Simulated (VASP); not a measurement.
# Tm (relaxed from the simple-cubic structure, space group Pm-3m): computed properties

Computed with PBEsol GGA, VASP's PBE PAW potentials (set 64) (plane waves; VASP 6.6.1).

```json
{
  "space_group": "Pm-3m (221)",
  "cell": "a = 3.143 Å, b = 3.143 Å, c = 3.143 Å, α = 90.00°, β = 90.00°, γ = 90.00°",
  "volume_per_atom": "31.04 Å^3/atom",
  "band gap (over mesh and band path)": "none (metal, semimetal or under 0.01 eV)",
  "band_gap_with_spin_orbit_coupling": "none (metallic)",
  "density": "9.04 g/cm³",
  "C11": "88.9 GPa",
  "C12": "5.8 GPa",
  "C44": "-12.1 GPa"
}
```

```
Tm
1.0
    3.14278     0.00000     0.00000
    0.00000     3.14278     0.00000
    0.00000     0.00000     3.14278
Tm
1
Direct
  0.00000   0.00000   0.00000
```

The 4f electrons are frozen in the core of the lanthanide potential, so 4f levels, which can set the real gap, and their magnetism are missing. Finite-difference elastic constants of metals are sensitive to mesh and smearing; shear constants can be off by tens of GPa.

The structure was generated: Tm was put into the simple-cubic type (Pm-3m), which need not be its known phase. It was relaxed first, which changed the volume by -8 %. Symmetry was kept, so distortions that lower it aren't found.
